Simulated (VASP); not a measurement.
Here is the system:

```
CELL_PARAMETERS angstrom
      0.00000     2.00596     2.00596
      2.00596     0.00000     2.00596
      2.00596     2.00596     0.00000
ATOMIC_POSITIONS crystal
  Al 0.00000 0.00000 0.00000
```

Level of theory: PBEsol GGA, VASP's PBE PAW potentials (set 64) (plane waves; VASP). Settings: PREC = Normal, EDIFF = 1E-5, 400 eV cut-off, 17×17×17 Γ-centred mesh, first-order Methfessel-Paxton smearing of 0.10 eV, potentials Al.

Question: What does the run give for the energy per atom (σ→0), band gap (on the k-mesh) with the smallest direct gap where there is one?

Answer: 
| Item | Value |
|---|---|
| band gap (on the k-mesh) | none (metal, semimetal or under 0.01 eV) |
| energy per atom (σ→0) | -4.093 eV/atom |

Total energies compare only between runs with the same potentials, cut-off and functional.

The compound is Al in the fcc structure. It was relaxed first.
